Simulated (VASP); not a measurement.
Crystal: F2, in a box.

```xyz
2
Lattice="11.8512 0.0000 0.0000 0.0000 12.3512 0.0000 0.0000 0.0000 12.8512" Properties=species:S:1:pos:R:3 pbc="T T T"
F     6.0776    6.9012    6.3128
F     5.7693    5.5309    6.5416
```

Base run:

* Program: VASP 6.6.1
* Functional: PBEsol
* Potentials or basis: VASP PAW PBE potentials, release 64 (F)
* Cutoff: 400 eV
* k mesh: 1 × 1 × 1
* Occupations: gaussian, width 0.01 eV
* Spin: no spin polarisation

Its results: gap between the frontier levels 3.36 eV; largest force 0.535 eV/Å.

Question: The run is repeated on the same cell with these changes: functional from PBEsol to PBE. What comes out?

Answer: Gap between the frontier levels 3.44 eV; largest force 0.003 eV/Å.

Caveats: the PAW data sets were made with another functional, which shifts forces and pressure a little (some runs).

A k mesh can miss the band edges.

Not every run made on this cell is shown here.
